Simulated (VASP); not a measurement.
Zn2CdSeS2: relaxation of cell and atoms with PBE

The system is Zn2CdSeS2.

```
CELL_PARAMETERS angstrom
-2.00200 2.01300 8.61200
2.00200 -2.01300 8.61200
2.00200 2.01300 -8.61200
ATOMIC_POSITIONS crystal
Zn 0.32228 0.32228 0.00000
Zn 0.67232 0.67232 0.00000
Cd 0.00615 0.00615 0.00000
Se 0.90531 0.40531 0.50000
S 0.24669 0.74669 0.50000
S 0.59731 0.09731 0.50000
```

The cell was built by a generator and needn't be a form met in nature.

```yaml
Program: VASP 6.6.1
Task: relaxation of cell and atoms
Functional: PBE
Potentials_or_basis: VASP PAW PBE potentials, release 64 (Zn, Cd, Se, S)
Cutoff: 520 eV
k_mesh: 8 × 8 × 8
Occupations: gaussian, width 0.03 eV
Spin: no spin polarisation
Further_INCAR_settings: ALGO = Normal; EDIFF = 1e-06; IBRION = 2; EDIFFG = -0.01; NSW = 90; ISIF = 3
```

```yaml
Relaxed_volume: 23.16 Å³/atom
Relaxed_cell: a = 9.085 Å, b = 9.085 Å, c = 9.085 Å, α = 154.58°, β = 154.38°, γ = 36.40°
Space_group_after_relaxing_to_0.05_Å: Imm2 (No. 44)
Energy_gained_by_relaxing: 0.1 meV/atom
Ionic_steps: 6
Pressure_after_relaxing: 0.0 GPa
Largest_force_after_relaxing: 0.005 eV/Å
Band_gap_on_the_k_mesh: 1.13 eV, direct
```

Forces on the atoms (eV/Å):
```
Zn   0.000  0.000  0.000
Zn   0.000  0.000  0.003
Cd   0.000  0.000  0.001
Se   0.000  0.000  0.002
S    0.000  0.000 -0.001
S    0.000  0.000 -0.005
```

The path:
| step | energy change (eV) | largest force (eV/Å) | pressure (GPa) | volume (Å³) |
| --- | --- | --- | --- | --- |
| 1 | 0.0000 | 0.0426 | 0.08 | 138.83 |
| 2 | -0.0004 | 0.0196 | -0.02 | 139.05 |
| 3 | -0.0004 | 0.0204 | -0.03 | 139.07 |
| 4 | -0.0004 | 0.0150 | 0.00 | 139.01 |
| 5 | -0.0005 | 0.0114 | 0.05 | 138.91 |
| 6 | -0.0005 | 0.0054 | 0.01 | 138.98 |

Final structure:
```yaml
crystal:
  lattice:
    - [-1.99884, 2.01422, 8.63001]
    - [1.99884, -2.01422, 8.63001]
    - [1.99884, 2.01422, -8.63001]
  atoms:
    - { symbol: Zn, position: [0.32253, 0.32253, 0.00000] }
    - { symbol: Zn, position: [0.67204, 0.67204, 0.00000] }
    - { symbol: Cd, position: [0.00595, 0.00595, 0.00000] }
    - { symbol: Se, position: [0.90552, 0.40552, 0.50000] }
    - { symbol: S, position: [0.24685, 0.74685, 0.50000] }
    - { symbol: S, position: [0.59719, 0.09719, 0.50000] }
```

Levels at points of the mesh, in eV from the valence-band top:
```tsv
k point	band 25	band 26	band 27	band 28	band 29	band 30
(0.00, 0.00, 0.00)	-0.29	-0.15	0.00	1.13	3.52	3.55
(0.50, 0.00, 0.00)	-1.32	-0.97	-0.18	2.63	3.61	3.73
(0.00, 0.50, 0.00)	-0.96	-0.90	-0.66	2.61	3.65	3.70
(0.50, 0.50, 0.00)	-2.42	-2.09	-2.00	3.17	3.67	4.39
(0.50, 0.50, 0.50)	-0.80	-0.64	-0.28	2.77	2.93	3.33
```

It took 15 min on 4 MPI ranks on Intel(R) Xeon(R) 6975P-C (Granite Rapids) (shared host), peak memory 1.1 GiB a rank.

A k mesh can miss the band edges. A hybrid or GW would open this gap; PBE tends to underestimate it.
